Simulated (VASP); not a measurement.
# OInClH2 in VASP: settings compared, part 2 of 2

VASP 6.6.1.

### 4 Atomic charges, PBE+TS

Contents of INCAR:

```
PREC = Accurate
ENCUT = 520
EDIFF = 1E-7
ISMEAR = 0
SIGMA = 0.01
LREAL = False
LASPH = True
NELM = 80
ALGO = Normal
ISIF = 2
LWAVE = False
LCHARG = False
GGA = PE
IVDW = 2
LORBIT = 11
```

Contents of KPOINTS:

```
Automatic mesh
0
Gamma
  1 1 1
```

Contents of POSCAR:

```
InH2ClO
1.0
   13.0000000000      0.0000000000      0.0000000000
    0.0000000000     13.0000000000      0.0000000000
    0.0000000000      0.0000000000     11.0000000000
O In Cl H
1 1 1 2
Direct
    0.4074307700      0.5024769200      0.4345727300
    0.5489384600      0.5232461500      0.4931363600
    0.6134307700      0.3694692300      0.5716090900
    0.3850000000      0.4327384600      0.4463909100
    0.6170000000      0.6337615400      0.4894363600
```

Potentials or basis: VASP PAW PBE potentials, release 64 (O, In_d, Cl, H).

The run is started by

```console
$ cat potpaw_PBE.64/O/POTCAR potpaw_PBE.64/In_d/POTCAR potpaw_PBE.64/Cl/POTCAR potpaw_PBE.64/H/POTCAR > POTCAR
$ mpirun -np 1 vasp_gam > vasp.out
```

OUTCAR:

```text
PREC = Accurate
   ENCUT = 520
   EDIFF = 1E-7
   ISMEAR = 0
   LREAL = False
   LASPH = True
   NELM = 80
   ISIF = 2
   GGA = PE
   IVDW = 2
   LORBIT = 11
  IVDW =   2

 ion  position               nearest neighbor table
   1  0.407  0.502  0.435-   4 0.96   2 1.97
   2  0.549  0.523  0.493-   5 1.69   1 1.97   3 2.33
   3  0.613  0.369  0.572-   2 2.33
   4  0.385  0.433  0.446-   1 0.96
   5  0.617  0.634  0.489-   2 1.69

  LATTYP: Found a simple tetragonal cell.
 ALAT       =    13.0000000000
 C/A-ratio  =     0.8461538462

  Lattice vectors:

 A1 = (  13.0000000000,   0.0000000000,   0.0000000000)
 A2 = (   0.0000000000,  13.0000000000,   0.0000000000)
 A3 = (   0.0000000000,   0.0000000000,  11.0000000000)

Analysis of symmetry for initial positions (statically):
=====================================================================
 Subroutine PRICEL returns:
 Original cell was already a primitive cell.

 Routine SETGRP: Setting up the symmetry group for a
 simple tetragonal supercell.

 Subroutine GETGRP returns: Found  1 space group operations
 (whereof  1 operations were pure point group operations)
 out of a pool of 16 trial point group operations.

The static configuration has the point symmetry C_1 .

Analysis of symmetry for dynamics (positions and initial velocities):
=====================================================================
 Subroutine PRICEL returns:
 Original cell was already a primitive cell.

 Routine SETGRP: Setting up the symmetry group for a
 simple tetragonal supercell.

 Subroutine GETGRP returns: Found  1 space group operations
 (whereof  1 operations were pure point group operations)
 out of a pool of 16 trial point group operations.

The dynamic configuration has the point symmetry C_1 .

 Subroutine INISYM returns: Found  1 space group operations
 (whereof  1 operations are pure point group operations),
 and found     1 'primitive' translations

----------------------------------------------------------------------------------------
[... 118 lines left out ...]
  ext. energy  EPLUGINS =         0.00000000
  ---------------------------------------------------
  free energy    TOTEN  =       -18.86804762 eV

  energy without entropy =      -18.86804762  energy(sigma->0) =      -18.86804762

 E-fermi :  -6.8718     XC(G=0):  -0.7829

 val. band max:       -6.9286896952   @ k =   0.0000   0.0000   0.0000
 cond. band min:      -2.0392827342   @ k =   0.0000   0.0000   0.0000
 fundamental gap:      4.8894069610
 Fermi energy:        -6.8717536332

 k-point     1 :       0.0000    0.0000    0.0000
  band No.  band energies     occupation
      1     -24.0787      2.00000
      2     -20.2361      2.00000
      3     -19.4124      2.00000
      4     -19.3743      2.00000
      5     -19.2994      2.00000
      6     -19.1737      2.00000
[... 10 lines left out ...]
     17      -0.3233      0.00000
     18      -0.1192      0.00000

------------------------ aborting loop because EDIFF is reached ----------------------------------------

  Hirshfeld charges:
            ion         q(e)
   ------------------------------
      1     O       -0.36237599
      2     In       0.57343704
      3     Cl      -0.25844977
      4     H        0.12417065
      5     H       -0.07678193

  Tkatchenko/Scheffler method for vdW energy calculation

  Number of pair interactions contributing to vdW energy:    4165

  Edisp (eV):   -0.02269

  FORCE on cell =-STRESS in cart. coord.  units (eV):
  Direction    XX          YY          ZZ          XY          YZ          ZX
  --------------------------------------------------------------------------------------
  -------------------------------------------------------------------------------------
  Total       1.12704     1.16244     0.15637     0.19939    -0.26001     0.42030
  in kB       0.97134     1.00184     0.13477     0.17185    -0.22409     0.36223
  external pressure =        0.70 kB  Pullay stress =        0.00 kB

 VOLUME and BASIS-vectors are now :
 -----------------------------------------------------------------------------
  energy-cutoff  :      520.00
  volume of cell :     1859.00
      direct lattice vectors                 reciprocal lattice vectors
    13.000000000  0.000000000  0.000000000     0.076923077  0.000000000  0.000000000
     0.000000000 13.000000000  0.000000000     0.000000000  0.076923077  0.000000000
     0.000000000  0.000000000 11.000000000     0.000000000  0.000000000  0.090909091

 POSITION                                       TOTAL-FORCE (eV/Angst)
 -----------------------------------------------------------------------------------
      5.29660      6.53220      4.78030        -0.338408      0.523001     -0.273197
      7.13620      6.80220      5.42450         0.362462      0.209618      0.084356
      7.97460      4.80310      6.28770         0.113356     -0.257045      0.114590
      5.00500      5.62560      4.91030        -0.203275     -0.595367      0.080745
      8.02100      8.23890      5.38380         0.065864      0.119793     -0.006494
 -----------------------------------------------------------------------------------
    total drift:                                0.000382      0.000771      0.000318

  FREE ENERGIE OF THE ION-ELECTRON SYSTEM (eV)
  ---------------------------------------------------
  free  energy   TOTEN  =       -18.8907344933 eV

  energy  without entropy=      -18.8907344933  energy(sigma->0) =      -18.89073449

 total charge

# of ion       s       p       d       tot
------------------------------------------
    1        1.567   3.514   0.000   5.081
    2        0.839   0.723   9.946  11.508
    3        1.602   3.510   0.000   5.112
    4        0.635   0.131   0.000   0.766
    5        0.508   0.009   0.000   0.517
--------------------------------------------------
tot          5.150   7.888   9.946  22.984
```

stdout:

```text
POSCAR found type information on POSCAR O InClH
 POSCAR found :  4 types and       5 ions
 scaLAPACK will be used
 LDA part: xc-table for (Slater+PW92), standard interpolation
 POSCAR, INCAR and KPOINTS ok, starting setup
 FFT: planning ... GRIDC
 FFT: planning ... GRID_SOFT
 FFT: planning ... GRID
 WAVECAR not read
 entering main loop
 augmentation electrons   27.9980798975453
 total        electrons   27.9980798975453
 augmentation electrons   46.0413774727484
 total        electrons   46.0413774727484
 augmentation electrons   6.75924785349615
 soft         electrons   21.2388312903706
 total        electrons   27.9980791438668
 translations:           1           1           1
```

It took 4.8 min on 1 thread of AMD EPYC 7R43 (Zen 3), shared host; peak memory 1.4 GiB.

What came out:

| Quantity | Value |
| --- | --- |
| Free energy | -18.8907 eV |
| Largest force | 0.680 eV/Å |
| Gap between the frontier levels | 4.89 eV |
| Valence electrons inside the program's atomic spheres | O 5.08; In 11.51; Cl 5.11; H 0.77, 0.52 |
| Hirshfeld charges | O -0.36; In +0.57; Cl -0.26; H +0.12, -0.08 e |
| Dispersion energy per atom | -0.005 eV |

Forces on the atoms (eV/Å):
```
O   -0.338  0.523 -0.273
In   0.362  0.210  0.084
Cl   0.113 -0.257  0.115
H   -0.203 -0.595  0.081
H    0.066  0.120 -0.006
```

Levels at points of the mesh, in eV from the valence-band top:
```tsv
k point	band 12	band 13	band 14	band 15	band 16	band 17
(0.00, 0.00, 0.00)	-0.51	-0.04	0.00	4.89	4.97	6.61
```

Caveat: spin-orbit coupling is left out, which moves the levels of the heavy elements.

### 5 Electron localisation function, PBE

Contents of INCAR:

```
SYSTEM = InH2ClO
PREC = Accurate
ENCUT = 520
EDIFF = 1E-6
ISMEAR = 0
SIGMA = 0.01
LREAL = .False.
LASPH = .True.
NELM = 80
ALGO = Normal
ISIF = 2
LWAVE = .False.
LCHARG = .True.
GGA = PE
LELF = .True.
```

Contents of KPOINTS:

```
Automatic mesh
0
Gamma
  1 1 1
  0 0 0
```

POSCAR is that of step 4.

The run is started by

```console
$ cat potpaw_PBE.64/O/POTCAR potpaw_PBE.64/In_d/POTCAR potpaw_PBE.64/Cl/POTCAR potpaw_PBE.64/H/POTCAR > POTCAR
$ mpirun -np 1 vasp_gam > vasp.out
```

Run time: 4.2 min. Hardware: 1 thread of AMD EPYC 7R43 (Zen 3), shared host; peak memory 1.3 GiB.

The run converged. Its results:

```yaml
Free_energy: -18.8680 eV
Largest_force: 0.678 eV/Å
Gap_between_the_frontier_levels: 4.89 eV
```

Forces on the atoms (eV/Å):
```
O   -0.339  0.520 -0.273
In   0.360  0.208  0.084
Cl   0.112 -0.260  0.115
H   -0.202 -0.594  0.081
H    0.069  0.126 -0.007
```

Levels at points of the mesh, in eV from the valence-band top:
| k point | band 11 | band 12 | band 13 | band 14 | band 15 | band 16 | band 17 | band 18 |
| --- | --- | --- | --- | --- | --- | --- | --- | --- |
| (0.00, 0.00, 0.00) | -0.62 | -0.51 | -0.04 | 0.00 | 4.89 | 4.97 | 6.61 | 6.81 |

Caveat: spin-orbit coupling is left out, which moves the levels of the heavy elements.

### 6 Single point, PBE0+D4

Contents of POSCAR:

```
InH2ClO
1.0
   13.0000000000      0.0000000000      0.0000000000
    0.0000000000     13.0000000000      0.0000000000
    0.0000000000      0.0000000000     11.0000000000
O In Cl H
1 1 1 2
Cartesian
    5.2966000100      6.5321999600      4.7803000300
    7.1361999800      6.8021999500      5.4244999600
    7.9746000100      4.8030999900      6.2876999900
    5.0050000000      5.6255999800      4.9103000100
    8.0210000000      8.2389000200      5.3837999600
```

Contents of INCAR.step1:

```
  PREC = Accurate
  ENCUT = 520
  EDIFF = 1E-5
  ISMEAR = 0
  SIGMA = 0.01
  LREAL = False
  LASPH = True
  NELM = 100
  ALGO = Normal
  ISIF = 2
  LWAVE = True
  NBANDS = 22
  GGA = PE
```

Contents of INCAR.step2:

```
  PREC = Accurate
  ENCUT = 520
  EDIFF = 1E-6
  ISMEAR = 0
  SIGMA = 0.01
  LREAL = False
  LASPH = True
  NELM = 100
  ALGO = Normal
  ISIF = 2
  LWAVE = False
  LCHARG = True
  GGA = PE
  LHFCALC = True
  AEXX = 0.25
  PRECFOCK = Fast
  IVDW = 13
  LELF = True
  LVHAR = True
  LVACPOTAV = True
  NBANDS = 22
  ISTART = 1
```

Contents of KPOINTS:

```
Automatic mesh
0
Gamma
  1 1 1
```

Potentials or basis: VASP PAW PBE potentials, release 64 (O, In_d, Cl, H).

The run is started by

```console
$ cat potpaw_PBE.64/O/POTCAR potpaw_PBE.64/In_d/POTCAR potpaw_PBE.64/Cl/POTCAR potpaw_PBE.64/H/POTCAR > POTCAR
$ cp INCAR.step1 INCAR
$ mpirun -np 1 vasp_gam > vasp.out
$ cp INCAR.step2 INCAR
$ mpirun -np 1 vasp_gam > vasp.out
```

Wall time 11 min (1 thread of AMD EPYC 7R43 (Zen 3), shared host); peak memory 1.4 GiB.

It converged, with:

* Free energy: -24.9852 eV
* Largest force: 0.110 eV/Å
* Gap between the frontier levels: 7.14 eV
* Dispersion energy per atom: -0.015 eV

Forces on the atoms (eV/Å):
```
O   -0.022  0.020 -0.023
In   0.100  0.041  0.025
Cl  -0.001 -0.001 -0.001
H   -0.075 -0.054 -0.001
H   -0.001 -0.006  0.000
```

Levels at points of the mesh, in eV from the valence-band top:
```csv
k point,band 11,band 12,band 13,band 14,band 15,band 16,band 17,band 18
"(0.00, 0.00, 0.00)",-0.58,-0.52,-0.10,0.00,7.14,7.21,8.48,8.71
```

Caveat: the PAW data sets were made with another functional, which shifts forces and pressure a little; spin-orbit coupling is left out, which moves the levels of the heavy elements.

### 7 The runs side by side

| task | level | cell | grid for exact exchange (PRECFOCK) | exchange at q = 0 | gap on the mesh (eV) | largest force (eV/Å) |
| --- | --- | --- | --- | --- | --- | --- |
| single point | PBE | atoms moved at random, drawn with an rms of 0.05 Å | - | - | 4.62 | 2.60 |
| relaxation of the atoms | PBE | atoms relaxed from: atoms moved at random, drawn with an rms of 0.02 Å | - | - | 4.68 | 0.02 |
| atomic charges | PBE+TS | as given | - | - | 4.89 | 0.68 |
| electron localisation function | PBE | as given | - | - | 4.89 | 0.68 |
| single point | PBE0+D4 | as given | Fast | default | 7.14 | 0.11 |

Alike in all rows: potentials or basis VASP PAW PBE potentials, release 64 (O, In_d, Cl, H); no spin polarisation; k mesh 1 × 1 × 1; cutoff (eV) 520; smearing gaussian 0.01 eV.

On the cell as given the gap runs from 4.89 eV (PBE+TS) to 7.14 eV (PBE0+D4).

Caveats: spin-orbit coupling is left out, which moves the levels of the heavy elements; the PAW data sets were made with another functional, which shifts forces and pressure a little (some runs).

Absolute energies hang on the potentials; compare differences alone.
